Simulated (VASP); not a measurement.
Output of a VASP run:

### OSZICAR
```
       N       E                     dE             d eps       ncg     rms          rms(c)
DAV:   1     0.850621606801E+01    0.85062E+01   -0.74208E+03   840   0.122E+03
DAV:   2    -0.682907080671E+02   -0.76797E+02   -0.71297E+02   944   0.217E+02
DAV:   3    -0.704129204256E+02   -0.21222E+01   -0.20830E+01  1056   0.349E+01
DAV:   4    -0.704310507558E+02   -0.18130E-01   -0.18122E-01   988   0.376E+00
DAV:   5    -0.704313327790E+02   -0.28202E-03   -0.28202E-03  1048   0.506E-01    0.112E+01
DAV:   6    -0.650584203653E+02    0.53729E+01   -0.92398E+00   968   0.367E+01    0.556E+00
DAV:   7    -0.649900975343E+02    0.68323E-01   -0.62097E-01   944   0.887E+00    0.250E+00
DAV:   8    -0.650406995359E+02   -0.50602E-01   -0.11697E-01   896   0.260E+00    0.585E-01
DAV:   9    -0.650307737077E+02    0.99258E-02   -0.42153E-02   868   0.172E+00    0.193E-01
DAV:  10    -0.650508093962E+02   -0.20036E-01   -0.12239E-02   852   0.104E+00    0.130E-01
DAV:  11    -0.650504265257E+02    0.38287E-03   -0.74016E-04   992   0.309E-01    0.522E-02
DAV:  12    -0.650508666773E+02   -0.44015E-03   -0.62945E-04   876   0.293E-01    0.100E-02
DAV:  13    -0.650508985256E+02   -0.31848E-04   -0.13242E-04   900   0.148E-01    0.816E-03
DAV:  14    -0.650508944012E+02    0.41245E-05   -0.23057E-06  1044   0.186E-02    0.543E-03
DAV:  15    -0.650508951519E+02   -0.75079E-06   -0.53277E-07   952   0.645E-03    0.814E-04
DAV:  16    -0.650508945448E+02    0.60716E-06   -0.11825E-07   652   0.373E-03    0.560E-04
DAV:  17    -0.650508944614E+02    0.83384E-07   -0.65996E-08   492   0.339E-03
   1 F= -.65050894E+02 E0= -.65051139E+02  d E =0.734219E-03
```

OUTCAR:
```
------------------------ aborting loop because EDIFF is reached ----------------------------------------
  FORCE on cell =-STRESS in cart. coord.  units (eV):
  Direction    XX          YY          ZZ          XY          YZ          ZX
  --------------------------------------------------------------------------------------
  Total        2.8421844      2.8421844      2.8421844     -0.0000000      0.0000000     -0.0000000
  in kB       90.1742474     90.1742474     90.1742474     -0.0000000      0.0000000     -0.0000000
  external PRESSURE =      90.1742474 kB  Pullay stress =       0.0000000 kB
  volume of cell :       50.50
      direct lattice vectors                 reciprocal lattice vectors
     0.000000000  2.933707221  2.933707221    -0.170432822  0.170432822  0.170432822
     2.933707221  0.000000000  2.933707221     0.170432822 -0.170432822  0.170432822
     2.933707221  2.933707221  0.000000000     0.170432822  0.170432822 -0.170432822
 POSITION                                       TOTAL-FORCE (eV/Angst)
 -----------------------------------------------------------------------------------
      1.46685      1.46685      1.46685        -0.000000     -0.000000     -0.000000
      4.40056      4.40056      4.40056         0.000000      0.000000      0.000000
      0.00000      0.00000      0.00000        -0.000000      0.000000     -0.000000
 -----------------------------------------------------------------------------------
    total drift:                                0.000000     -0.000000      0.000000
  FREE ENERGIE OF THE ION-ELECTRON SYSTEM (eV)
  ---------------------------------------------------
  free  energy   TOTEN  =       -65.0508944614 eV

  energy  without entropy=      -65.0516286804  energy(sigma->0) =      -65.05113920
```
(Selected blocks of OUTCAR.)

### POSCAR
```
AuAl2
1
    0.0000000000     2.9337072211     2.9337072211
    2.9337072211     0.0000000000     2.9337072211
    2.9337072211     2.9337072211     0.0000000000
Al Au
2 1
Direct
  0.2500000000   0.2500000000   0.2500000000
  0.7500000000   0.7500000000   0.7500000000
  0.0000000000   0.0000000000   0.0000000000
```

Problem. Reconstruct the remaining input files.

Solution. Several could match; the one computed here: the input of the run itself, r2SCAN+rVV10, plane waves, VASP's PBE PAW potentials (set 64).

KPOINTS:
```
Automatic mesh
0
Gamma
9 9 9
0 0 0
```

**INCAR**
```
! general
SYSTEM   = AuAl2
PREC     = Accurate
ENCUT    = 520
LREAL    = F
LASPH    = T

! electronic loop
EDIFF    = 1E-7
NELM     = 100
ALGO     = Normal
LMAXMIX  = 6
LMIXTAU  = T

! smearing
ISMEAR   = 1
SIGMA    = 0.1

! functional
METAGGA  = R2SCAN
LUSE_VDW = T
BPARAM   = 11.95
CPARAM   = 0.0093

! ions
ISIF     = 2

! output
LWAVE    = F
LCHARG   = F
```

POTCAR, in this order: Al Au (PBE.64 set). Program: vasp_std.

The compound is AuAl2 in the fluorite structure. This cell is one point of a volume scan, at 0.94 of the reference volume. The electron count is odd and the run is not spin-polarised, which forces a metal.
